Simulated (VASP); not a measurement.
Set up this calculation in VASP 6.6.1, as an ASE script.

```
Task                   : single point
Functional             : PW91
Dispersion             : D4
Potentials or basis    : VASP PAW PBE potentials, release 64 (Rb_sv_GW, Re_sv_GW)
Cutoff                 : 550 eV
k mesh                 : 7 × 7 × 7
Occupations            : gaussian, width 0.05 eV
Spin                   : no spin polarisation
Further INCAR settings : ALGO = Fast; EDIFF = 1.00e-06
```

RbRe3:

```
Rb Re
1.0
    -2.94642    2.94642    2.94642
     2.94642   -2.94642    2.94642
     2.94642    2.94642   -2.94642
Rb Re
1 3
Direct
  0.00000 0.00000 0.00000
  0.00000 0.50000 0.50000
  0.50000 0.00000 0.50000
  0.50000 0.50000 0.00000
```

The cell was built by a generator and needn't be a form met in nature.

The input as run:

run.py

```python
from ase import Atoms
from ase.calculators.vasp import Vasp
from ase.dft.bandgap import bandgap

atoms = Atoms(
    ['Rb', 'Re', 'Re', 'Re'],
    cell=[[-2.94642207, 2.94642207, 2.94642207], [2.94642207, -2.94642207, 2.94642207], [2.94642207, 2.94642207, -2.94642207]],
    scaled_positions=[[0.0, 0.0, 0.0], [0.0, 0.5, 0.5], [0.5, 0.0, 0.5], [0.5, 0.5, 0.0]],
    pbc=True,
)
calc = Vasp(
    directory='calc',
    pp='PBE',
    setups='gw',
    prec='Accurate',
    encut=550,
    ediff=1e-06,
    ismear=0,
    sigma=0.05,
    lreal=False,
    lasph=True,
    nelm=60,
    algo='Fast',
    isif=2,
    lwave=False,
    lcharg=False,
    gga='91',
    ivdw=13,
    vdw_s6=1.0,
    vdw_s8=0.77283111,
    vdw_a1=0.39581542,
    vdw_a2=4.93405761,
    kpts=[7, 7, 7],
    gamma=True,
)
atoms.calc = calc

print('energy (eV):', atoms.get_potential_energy())
print('free energy (eV):', atoms.get_potential_energy(force_consistent=True))
print('forces (eV/A):')
print(atoms.get_forces())
print('stress (eV/A^3, Voigt):', atoms.get_stress())
print('Fermi level (eV):', calc.get_fermi_level())
gap, top, bottom = bandgap(calc)
print('band gap (eV):', gap, 'from (spin, k, band)', top, 'to', bottom)
```

Potentials or basis: VASP PAW PBE potentials, release 64 (Rb_sv_GW, Re_sv_GW).

Command:

```bash
$ python run.py
```

Results of the run:

```json
{"Pressure": "-20.8 GPa", "Band gap on the k mesh": "none (metal or under the smearing width)", "Dispersion energy per atom": "-0.271 eV"}
```

Caveat: so large a pressure means that the cell lies far from this level's equilibrium, or that cutoff or potentials fall short; the potentials were made for another functional, which shifts forces and pressure; pairwise dispersion overbinds metals, which lowers pressure and volume.

It took 5.1 min on 1 thread of Intel(R) Xeon(R) Platinum 8488C (Sapphire Rapids) (shared host), peak memory 0.29 GiB.
